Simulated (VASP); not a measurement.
A VASP calculation is set up with these files.

File POSCAR:
```
Ru
1
    1.3225858390    -2.2907860370     0.0000000000
    1.3225858390     2.2907860370     0.0000000000
    0.0000000000    -0.0000000000     4.1762442945
Ru
2
Direct
  0.3333330000   0.6666670000   0.2500000000
  0.6666670000   0.3333330000   0.7500000000
```

KPOINTS:
```
Automatic mesh
0
Gamma
16 16 9
0 0 0
```

INCAR:
```
! general
SYSTEM  = Ru
PREC    = Accurate
ENCUT   = 500
LREAL   = .FALSE.
LASPH   = .TRUE.

! electronic loop
EDIFF   = 1E-6
NELM    = 100
ALGO    = Normal
LMAXMIX = 4

! smearing
ISMEAR  = 1
SIGMA   = 0.1

! functional
GGA     = PS

! ions
IBRION  = 2
NSW     = 40
ISIF    = 3
EDIFFG  = -0.02
PSTRESS = 200

! output
LWAVE   = .FALSE.
LCHARG  = .FALSE.
```

POTCAR, in this order: Ru_pv (PBE.64 set). Program: vasp_std.

Question: Translate this PBEsol calculation to Ansatz.

Answer: One equivalent input (not run):
Ansatz 0.2 input:
```yaml
crystal:
  lattice:
    - [1.3225858, -2.2907860, 0.0000000]
    - [1.3225858, 2.2907860, 0.0000000]
    - [0.0000000, 0.0000000, 4.1762443]
  atoms:
    - { symbol: Ru, position: [0.3333330, 0.6666670, 0.2500000] }
    - { symbol: Ru, position: [0.6666670, 0.3333330, 0.7500000] }
kpoints:
  mp_grid: { grid: [16, 16, 9] }
hamiltonian:
  xc: pbesol
  pseudopotentials: { kind: paw }
scf:
  occupations: { method: methfessel_paxton, width: 0.1 }
  max_iter: 100
relax:
  max_steps: 40
  f_tol: 0.02
  cell: { p_target: 20 }
output: { forces: true, stress: true, eigenvalues: true }
```
What does not carry over: each code has its own PAW files, so the cut-off isn't converted (ENCUT is set for VASP's; basis.ecutwfc is left out, and Ansatz then takes the one that its files recommend); Ansatz stops its SCF on the density residual and VASP on the energy change (EDIFF).

The compound is Ru in the hcp structure. It was relaxed first under an external pressure of 20 GPa.
